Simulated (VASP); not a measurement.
# CsTaS2 (P-6m2) in VASP: further runs

Aim: see how the results for CsTaS2 move with the level of theory and the settings. Levels: PBEsol, RPBE, revPBE, BLYP. Tasks: relaxation of cell and atoms.

Everything below comes from runs of VASP 6.6.1. Logs are shortened: lines on timing, memory, paths and dates and some standing lists are left out, and cuts for length are marked.

## 1. The structure

It takes space group P-6m2 (No. 187, hexagonal). The conventional cell has a = 3.542 Å, b = 3.542 Å, c = 8.268 Å, α = 90.00°, β = 90.00°, γ = 120.00°. Around Cs (site symmetry -6m2) lie 6 S at 3.33 Å and 6 Cs at 3.54 Å. Around Ta (site symmetry -6m2) lie 6 S at 2.54 Å. S (site symmetry 3m) is surrounded by 3 Ta at 2.54 Å.

The cell was built by a generator and needn't be a form met in nature.

## 2. Relaxation of cell and atoms, PBEsol

The input, INCAR:

```
SYSTEM = CsTaS2
  ALGO = Fast
  EDIFF = 1E-6
  EDIFFG = -0.02
  ENCUT = 600
  GGA = PS
  IBRION = 2
  ISIF = 3
  ISMEAR = -1
  LASPH = .TRUE.
  LCHARG = .FALSE.
  LREAL = .FALSE.
  LWAVE = .FALSE.
  NELM = 80
  NSW = 60
  PREC = Accurate
  SIGMA = 0.05
```

The input, KPOINTS:

```
k-points
0
G
  7 7 3
  0 0 0
```

The input, POSCAR:

```
CsTaS2
1.0
    3.5423800000      0.0000000000      0.0000000000
   -1.7711900000      3.0677900000      0.0000000000
    0.0000000000      0.0000000000      8.2684800000
Cs Ta S
1 1 2
Direct
    0.0000000000      0.0000000000      0.5000000000
    0.3333300000      0.6666700000      0.0000000000
    0.6666700000      0.3333300000      0.1817700000
    0.6666700000      0.3333300000      0.8182300000
```

Potentials or basis: VASP PAW PBE potentials, release 64 (Cs_sv, Ta_pv, S).

The run is started by

```bash
cat potpaw_PBE.64/Cs_sv/POTCAR potpaw_PBE.64/Ta_pv/POTCAR potpaw_PBE.64/S/POTCAR > POTCAR
mpirun -np 1 vasp_std > vasp.out
```

OUTCAR:

```text
SYSTEM = CsTaS2
   EDIFF = 1E-6
   EDIFFG = -0.02
   ENCUT = 600
   GGA = PS
   IBRION = 2
   ISIF = 3
   ISMEAR = -1
   LASPH = .TRUE.
   LREAL = .FALSE.
   NELM = 80
   NSW = 60
   PREC = Accurate

 ion  position               nearest neighbor table
   1  0.000  0.000  0.500-
   2  0.333  0.667  0.000-   3 2.54   4 2.54   3 2.54   4 2.54   3 2.54   4 2.54
   3  0.667  0.333  0.182-   2 2.54   2 2.54   2 2.54
   4  0.667  0.333  0.818-   2 2.54   2 2.54   2 2.54

  LATTYP: Found a hexagonal cell.
 ALAT       =     3.5423800000
 C/A-ratio  =     2.3341595199

  Lattice vectors:

 A1 = (   3.5423800000,   0.0000000000,   0.0000000000)
 A2 = (  -1.7711900000,   3.0677900000,   0.0000000000)
 A3 = (   0.0000000000,   0.0000000000,   8.2684800000)

Analysis of symmetry for initial positions (statically):
=====================================================================
 Subroutine PRICEL returns:
 Original cell was already a primitive cell.

 Routine SETGRP: Setting up the symmetry group for a
 hexagonal supercell.

 Subroutine GETGRP returns: Found  4 space group operations
 (whereof  4 operations were pure point group operations)
 out of a pool of 24 trial point group operations.

The static configuration has the point symmetry C_2v.

Analysis of symmetry for dynamics (positions and initial velocities):
=====================================================================
 Subroutine PRICEL returns:
 Original cell was already a primitive cell.

 Routine SETGRP: Setting up the symmetry group for a
 hexagonal supercell.

 Subroutine GETGRP returns: Found  4 space group operations
 (whereof  4 operations were pure point group operations)
 out of a pool of 24 trial point group operations.

The dynamic configuration has the point symmetry C_2v.

 Subroutine INISYM returns: Found  4 space group operations
 (whereof  4 operations are pure point group operations),
 and found     1 'primitive' translations

----------------------------------------------------------------------------------------

                                     Primitive cell

  volume of cell :      89.8559

  direct lattice vectors                    reciprocal lattice vectors
     3.542380000  0.000000000  0.000000000     0.282296083  0.162983777  0.000000000
    -1.771190000  3.067790000  0.000000000     0.000000000  0.325967553  0.000000000
     0.000000000  0.000000000  8.268480000     0.000000000  0.000000000  0.120941213

  length of vectors
     3.542380000  3.542379073  8.268480000     0.325967468  0.325967553  0.120941213

  position of ions in fractional coordinates (direct lattice)
     0.000000000  0.000000000  0.500000000
     0.333330000  0.666670000  0.000000000
     0.666670000  0.333330000  0.181770000
     0.666670000  0.333330000  0.818230000

  ion indices of the primitive-cell ions
   primitive index   ion index
                 1           1
                 2           2
                 3           3
                 4           4

----------------------------------------------------------------------------------------

 KPOINTS: k-points

Automatic generation of k-mesh.
 Grid dimensions read from file:
 generate k-points for:    7    7    3

 Generating k-lattice:

  Cartesian coordinates                     Fractional coordinates (reciprocal lattice)
     0.040328012  0.023283397  0.000000000     0.142857143  0.000000000  0.000000000
     0.000000000  0.046566793  0.000000000     0.000000000  0.142857143  0.000000000
     0.000000000  0.000000000  0.040313738     0.000000000  0.000000000  0.333333333

  Length of vectors
     0.046566781  0.046566793  0.040313738

  Shift w.r.t. Gamma in fractional coordinates (k-lattice)
     0.000000000  0.000000000  0.000000000

 Subroutine IBZKPT returns following result:
 ===========================================

 Found     32 irreducible k-points:

 Following reciprocal coordinates:
            Coordinates               Weight
  0.000000  0.000000  0.000000      1.000000
  0.142857  0.000000  0.000000      4.000000
 -0.142857  0.142857  0.000000      2.000000
  0.285714  0.000000  0.000000      4.000000
 -0.285714  0.285714  0.000000      2.000000
  0.428571  0.000000  0.000000      4.000000
[... 16 lines left out ...]
 -0.428571  0.428571  0.333333      4.000000
  0.142857  0.142857  0.333333      4.000000
 [... further k-points ...]
   k-points           NKPTS =     32   k-points in BZ     NKDIM =     32   number of bands    NBANDS=     20
   number of dos      NEDOS =    301   number of ions     NIONS =      4
   total plane-waves  NPLWV =  54880
   dimension x,y,z NGX =    28 NGY =   28 NGZ =   70
   dimension x,y,z NGXF=    56 NGYF=   56 NGZF=  140
   ions per type =               1   1   2
   NGX,Y,Z   is equivalent  to a cutoff of  13.14, 13.14, 14.07 a.u.
   NGXF,Y,Z  is equivalent  to a cutoff of  26.28, 26.28, 28.15 a.u.
 SYSTEM =  CsTaS2
   PREC   = accura    normal or accurate (medium, high low for compatibility)
   ISTART =      0    job   : 0-new  1-cont  2-samecut
   ICHARG =      2    charge: 1-file 2-atom 10-const
   ISPIN  =      1    spin polarized calculation?
   LNONCOLLINEAR =      F non collinear calculations
   LSORBIT =      F    spin-orbit coupling
   LASPH  =      T    aspherical Exc in radial PAW
   ENCUT  =  600.0 eV  44.10 Ry    6.64 a.u.   7.08  7.08 16.51*2*pi/ulx,y,z
   NELM   =     80;   NELMIN=  2; NELMDL= -5     # of ELM steps
   EDIFF  = 0.1E-05   stopping-criterion for ELM
   LREAL  =      F    real-space projection
   EDIFFG = -.2E-01   stopping-criterion for IOM
   NSW    =     60    number of steps for IOM
   IBRION =      2    ionic relax: 0-MD 1-quasi-New 2-CG
   NFREE  =      1    steps in history (QN), initial steepest desc. (CG)
   ISIF   =      3    stress and relaxation
   ISYM   =      2    0-nonsym 1-usesym 2-fastsym
   POTIM  = 0.5000    time-step for ionic-motion
   TEBEG  =    0.0;   TEEND  =   0.0 temperature during run
   PSTRESS=    0.0 pullay stress
   NELECT =      32.0000    total number of electrons
   NUPDOWN=      -1.0000    fix difference up-down
   EMIN   =  10.00;   EMAX   =-10.00  energy-range for DOS
   EFERMI =   0.00;   METHOD = LEGACY
   ISMEAR =    -1;   SIGMA  =   0.05  broadening in eV -4-tet -1-fermi 0-gaus
   EFERMI_NEDOS =   21; number of points for ismear=-14 and -15
   IALGO  =     68    algorithm
   IMIX   =      4    mixing-type and parameters
     AMIX     =   0.40;   BMIX     =  1.00
     AMIX_MAG =   1.60;   BMIX_MAG =  1.00
  volume/ion in A,a.u.               =      22.46       151.59
  Fermi-wavevector in a.u.,A,eV,Ry     =   1.160404  2.192846 18.320764  1.346538
  Thomas-Fermi vector in A             =   2.296987
   LORBIT       =      0    0 simple, 1 ext, 2 COOP (PROOUT), +10 PAW based schemes
   GGA     = PS    functional components
   LHFCALC =     F    Hartree Fock is set to
   AEXX    =    0.0000 exact exchange contribution
   IVDW    =     0    specifies the selected vdW correction
   LEPSILON=     F    determine dielectric tensor
   LRPA    =     F    only Hartree local field effects (RPA)
 conjugate gradient relaxation of ions
 non-spin polarized calculation
 RMM-DIIS sequential band-by-band and
  energy-cutoff  :      600.00
  volume of cell :       89.86
 maximum number of plane-waves:      3033
   NGX = 15   NGY = 15   NGZ = 33

--------------------------------------- Ionic step        1  -------------------------------------------

 number of electron      31.9999999 magnetization

 Free energy of the ion-electron system (eV)
  ---------------------------------------------------
  ext. energy  EPLUGINS =         0.00000000
  ---------------------------------------------------
  free energy    TOTEN  =       -26.69391293 eV

  energy without entropy =      -26.69227282  energy(sigma->0) =      -26.69309288

------------------------ aborting loop because EDIFF is reached ----------------------------------------

  FORCE on cell =-STRESS in cart. coord.  units (eV):
  Direction    XX          YY          ZZ          XY          YZ          ZX
  --------------------------------------------------------------------------------------
  -------------------------------------------------------------------------------------
  Total       -2.0410028     -2.0409348     -2.0664974      0.0000577      0.0000000      0.0000000
  in kB      -36.3921517    -36.3909387    -36.8467327      0.0010285      0.0000000      0.0000000
  external PRESSURE =     -36.5432743 kB  Pullay stress =       0.0000000 kB

 VOLUME and BASIS-vectors are now :
 -----------------------------------------------------------------------------
  energy-cutoff  :      600.00
  volume of cell :       89.86
      direct lattice vectors                 reciprocal lattice vectors
     3.542380000  0.000000000  0.000000000     0.282296083  0.162983777  0.000000000
    -1.771190000  3.067790000  0.000000000     0.000000000  0.325967553  0.000000000
     0.000000000  0.000000000  8.268480000     0.000000000  0.000000000  0.120941213
[... 191 lines left out ...]
 POSITION                                       TOTAL-FORCE (eV/Angst)
 -----------------------------------------------------------------------------------
     -1.74323      3.01937      4.08967         0.000005     -0.000003     -0.000000
      0.00001      2.01291      0.00000        -0.000137      0.000079     -0.000000
      1.74324      1.00646      1.49397         0.000066     -0.000038      0.024705
      1.74324      1.00646      6.68538         0.000066     -0.000038     -0.024705
 -----------------------------------------------------------------------------------
    total drift:                               -0.000012      0.000001      0.000000

  FREE ENERGIE OF THE ION-ELECTRON SYSTEM (eV)
  ---------------------------------------------------
  free  energy   TOTEN  =       -26.7369913926 eV

  energy  without entropy=      -26.7346183876  energy(sigma->0) =      -26.73580489

--------------------------------------- Ionic step        7  -------------------------------------------

 number of electron      32.0000001 magnetization

 Free energy of the ion-electron system (eV)
  ---------------------------------------------------
  ext. energy  EPLUGINS =         0.00000000
  ---------------------------------------------------
  free energy    TOTEN  =       -26.73729031 eV

  energy without entropy =      -26.73512620  energy(sigma->0) =      -26.73620825

 E-fermi :   6.7200     XC(G=0): -10.7337

 val. band max:        6.6609732048   @ k =   0.0000   0.0000   0.3333
 cond. band min:       6.8840520948   @ k =  -0.4286   0.4286   0.3333
 fundamental gap:      0.2230788900
 Fermi energy:         6.7200009150

 k-point     1 :       0.0000    0.0000    0.0000
  band No.  band energies     occupation
      1     -28.7868      2.00000
      2     -28.7079      2.00000
      3     -28.7079      2.00000
      4     -17.7688      2.00000
      5      -8.7102      2.00000
      6      -7.6825      2.00000
[... 12 lines left out ...]
     19       8.1456      0.00000
     20       8.2287      0.00000
[... 507 lines left out ...]
 k-point    24 :       0.1429    0.1429    0.3333
  band No.  band energies     occupation
      1     -28.7999      2.00000
      2     -28.7686      2.00000
      3     -28.7356      2.00000
      4     -17.4215      2.00000
      5      -8.2345      2.00000
      6      -7.1573      2.00000
[... 12 lines left out ...]
     19       8.4818      0.00000
     20       8.8310      0.00000

 [... further k-points ...]
[... 5 lines left out ...]
  --------------------------------------------------------------------------------------
  -------------------------------------------------------------------------------------
  Total        0.0505392      0.0505409     -0.0444200      0.0000015      0.0000000      0.0000000
  in kB        0.9416188      0.9416511     -0.8276087      0.0000285      0.0000000      0.0000000
  external PRESSURE =       0.3518871 kB  Pullay stress =       0.0000000 kB

 VOLUME and BASIS-vectors are now :
 -----------------------------------------------------------------------------
  energy-cutoff  :      600.00
  volume of cell :       85.99
      direct lattice vectors                 reciprocal lattice vectors
     3.487424283 -0.000000155  0.000000000     0.286744584  0.165552136  0.000000000
    -1.743712276  3.020196925  0.000000000     0.000000015  0.331104246  0.000000000
     0.000000000  0.000000000  8.164389495     0.000000000  0.000000000  0.122483132

 POSITION                                       TOTAL-FORCE (eV/Angst)
 -----------------------------------------------------------------------------------
     -1.74371      3.02020      4.08219         0.000003     -0.000002      0.000000
      0.00000      2.01346      8.16439         0.000013     -0.000008      0.000000
      1.74372      1.00673      1.49316        -0.000008      0.000005      0.018900
      1.74372      1.00673      6.67123        -0.000008      0.000005     -0.018900
 -----------------------------------------------------------------------------------
    total drift:                                0.000002     -0.000008      0.000000

  FREE ENERGIE OF THE ION-ELECTRON SYSTEM (eV)
  ---------------------------------------------------
  free  energy   TOTEN  =       -26.7372903103 eV

  energy  without entropy=      -26.7351261954  energy(sigma->0) =      -26.73620825

 reached required accuracy - stopping structural energy minimisation
```

Wall time 7.2 min (1 thread of Intel Xeon Platinum 8175M at 2.50GHz (Skylake/Cascade Lake), shared host); peak memory 0.28 GiB.

Results:

| Item | Value |
| --- | --- |
| Free energy | -26.7373 eV |
| Relaxed volume | 21.50 Å³/atom |
| Relaxed cell | a = 3.487 Å, b = 3.487 Å, c = 8.164 Å, α = 90.00°, β = 90.00°, γ = 120.00° |
| Space group after relaxing (to 0.05 Å) | P-6m2 (No. 187) |
| Energy gained by relaxing | 10.8 meV/atom |
| Ionic steps | 7 |
| Pressure after relaxing | 0.0 GPa |
| Largest force after relaxing | 0.019 eV/Å |
| Band gap on the k mesh | 0.22 eV, indirect (least direct gap 0.84 eV) |

Forces in eV/Å, atoms in the order of the input:
```
Cs   0.000  0.000  0.000
Ta   0.000  0.000  0.000
S    0.000  0.000  0.019
S    0.000  0.000 -0.019
```

Stress tensor (GPa, compression positive):
```
 0.09  0.00  0.00
 0.00  0.09  0.00
 0.00  0.00 -0.08
```

Step by step:
```
step  energy change (eV)  largest force (eV/Å)  pressure (GPa)  volume (Å³)
   1              0.0000                0.2220           -3.65        89.86
   2              0.0059                0.7262            4.25        83.36
   3             -0.0396                0.2112           -0.14        86.62
   4             -0.0428                0.0756           -0.06        86.25
   5             -0.0431                0.0300           -0.04        86.11
   6             -0.0431                0.0247           -0.05        86.10
   7             -0.0434                0.0189            0.04        85.99
```

Final structure:
```yaml
crystal:
  lattice:
    - [3.48742, 0.00000, 0.00000]
    - [-1.74371, 3.02020, 0.00000]
    - [0.00000, 0.00000, 8.16439]
  atoms:
    - { symbol: Cs, position: [0.00000, 0.00000, 0.50000] }
    - { symbol: Ta, position: [0.33333, 0.66667, 0.00000] }
    - { symbol: S, position: [0.66667, 0.33333, 0.18289] }
    - { symbol: S, position: [0.66667, 0.33333, 0.81711] }
```

Caveat: the PAW data sets were made with another functional, which shifts forces and pressure a little; spin-orbit coupling is left out, which moves the levels of the heavy elements; an odd mesh through Γ misses points on the zone boundary, where band edges often lie.

## 3. Relaxation of cell and atoms, RPBE

Edit INCAR of step 2 so:

```diff
@@ -5,3 +5,3 @@
   ENCUT = 600
-  GGA = PS
+  GGA = RP
   IBRION = 2
```

KPOINTS is that of step 2.

POSCAR is that of step 2.

Potentials or basis: VASP PAW PBE potentials, release 64 (Cs_sv, Ta_pv, S).

The run is started by

```bash
cat potpaw_PBE.64/Cs_sv/POTCAR potpaw_PBE.64/Ta_pv/POTCAR potpaw_PBE.64/S/POTCAR > POTCAR
mpirun -np 1 vasp_std > vasp.out
```

It took 8.3 min on 1 thread of Intel Xeon Platinum 8175M at 2.50GHz (Skylake/Cascade Lake), shared host; peak memory 0.29 GiB.

Results (log left out):

* Free energy: -23.3150 eV
* Relaxed volume: 23.26 Å³/atom
* Relaxed cell: a = 3.581 Å, b = 3.581 Å, c = 8.376 Å, α = 90.00°, β = 90.00°, γ = 120.00°
* Space group after relaxing (to 0.05 Å): P-6m2 (No. 187)
* Energy gained by relaxing: 6.2 meV/atom
* Ionic steps: 8
* Pressure after relaxing: 0.1 GPa
* Band gap on the k mesh: 0.32 eV, indirect (least direct gap 0.76 eV)

The path:
```tsv
step	energy change (eV)	largest force (eV/Å)	pressure (GPa)	volume (Å³)
1	0.0000	0.0327	2.55	89.86
2	-0.0079	0.4279	-1.72	94.58
3	-0.0201	0.2272	0.07	92.45
4	-0.0201	0.2347	-0.01	92.50
5	-0.0235	0.0998	-0.03	92.88
6	-0.0241	0.0256	-0.04	93.09
7	-0.0246	0.0074	0.04	93.05
8	-0.0246	0.0002	0.07	93.04
```

Final structure:
```xyz
4
Lattice="3.5813 0.0000 0.0000 -1.7907 3.1015 0.0000 0.0000 0.0000 8.3760" Properties=species:S:1:pos:R:3 pbc="T T T"
Cs   -1.7907    3.1015    4.1880
Ta    0.0000    2.0677    0.0000
S     1.7907    1.0338    1.5042
S     1.7907    1.0338    6.8718
```

Levels at points of the mesh, in eV from the valence-band top:
```csv
k point,band 14,band 15,band 16,band 17,band 18,band 19
"(0.00, 0.00, 0.00)",-3.11,-2.40,-0.37,0.88,1.40,1.40
```

Caveat: the PAW data sets were made with another functional, which shifts forces and pressure a little; spin-orbit coupling is left out, which moves the levels of the heavy elements; an odd mesh through Γ misses points on the zone boundary, where band edges often lie.

(Part 1 of 2 ends here.)
